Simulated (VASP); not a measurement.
**FeSi (relaxed from the zinc blende structure, space group F-43m): computed properties**

All values below come from PBEsol GGA, VASP's PBE PAW potentials (set 64) (plane waves; VASP).

* **space group**: F-43m (216)
* **cell**: a = b = c = 5.0993 Å, α = β = γ = 90.00°
* **volume per atom**: 16.57 Å³/atom
* **band gap (over mesh and band path)**: none (metal, semimetal or under 0.01 eV)
* **cell moment**: 0.94 μB
* **density**: 4.20 g/cm³

```xyz
2
Lattice="0.0000 2.5497 2.5497 2.5497 0.0000 2.5497 2.5497 2.5497 0.0000" Properties=species:S:1:pos:R:3 pbc="T T T"
Fe     0.0000     0.0000     0.0000
Si     1.2748     1.2748     1.2748
```
Starting moments (μB, in the order of the record's atoms Fe Si): 1.1 -0.1.

The structure was generated: FeSi was put into the zinc blende type (F-43m), which need not be its known phase. It was relaxed first, which changed the volume by -25 %. Symmetry was kept, so distortions that lower it aren't found.
